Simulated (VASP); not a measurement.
Given:

```
CELL_PARAMETERS angstrom
      3.65787     0.00000     0.00000
      0.00000     4.15524     0.00000
      0.00000     0.00000    10.31569
ATOMIC_POSITIONS crystal
  Ge 0.25000 0.38206 0.37996
  Ge 0.25000 0.11794 0.87996
  Ge 0.75000 0.61794 0.62004
  Ge 0.75000 0.88206 0.12004
  S  0.25000 0.49747 0.14810
  S  0.25000 0.00253 0.64810
  S  0.75000 0.50253 0.85190
  S  0.75000 0.99747 0.35190
```

The numbers are results of PBEsol GGA, VASP's PBE PAW potentials (set 64) (plane waves; VASP), not measurements. Numerical set-up: 400 eV cut-off, Gaussian smearing of 0.050 eV, potentials Ge_d S.

Predict the band gap (along the path) with the smallest direct gap where there is one.

```yaml
band gap (along the path): 0.82 eV
smallest direct gap (along the path): 1.01 eV
```

Total energies compare only between runs with the same potentials, cut-off and functional.

The compound is GeS in the sg62 structure. It was relaxed first.
